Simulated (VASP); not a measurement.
A convergence study with VASP on Tl (hcp): one setting is varied, all else stays as given below, so the limit is that of these other settings.

```
Tl
1.0
    1.73000    -2.99645     0.00000
    1.73000     2.99645     0.00000
    0.00000     0.00000     5.52000
Tl
2
Direct
  0.33333   0.66667   0.25000
  0.66667   0.33333   0.75000
```

Method: PBE GGA, VASP's PBE PAW potentials (set 64) (plane waves; VASP 6.6.1). The tightest run used: 550 eV cut-off, 22×22×13 Γ-centred mesh, first-order Methfessel-Paxton smearing of 0.10 eV, potentials Tl_d.

```csv
setting,E (eV/atom),pressure (GPa),irreducible k-points
1×1×1 mesh,-7.4518,-31.35,1
2×2×1 mesh,-2.0449,11.65,2
3×3×2 mesh,-1.8450,2.99,6
4×4×2 mesh,-2.1489,4.94,8
5×5×3 mesh,-2.1895,3.16,10
6×6×3 mesh,-2.1779,2.98,14
8×8×5 mesh,-2.1852,3.37,30
9×9×5 mesh,-2.1878,3.34,36
10×10×6 mesh,-2.2047,2.94,56
```

Task: These are the cheaper rows. Estimate the results at 22×22×13 mesh, and how far the last row shown lies from them.

Result: 
```
quantity        tightest run  last row shown is off by
--------------  ------------  ------------------------
E (eV/atom)          -2.2009                   -0.0038
pressure (GPa)          3.09                     -0.15
```

Left out are rungs that failed or repeat a setting and relaxations that didn't move; long series are thinned to 24 rows.

The compound is Tl in the hcp structure. The cell was not relaxed at this level.
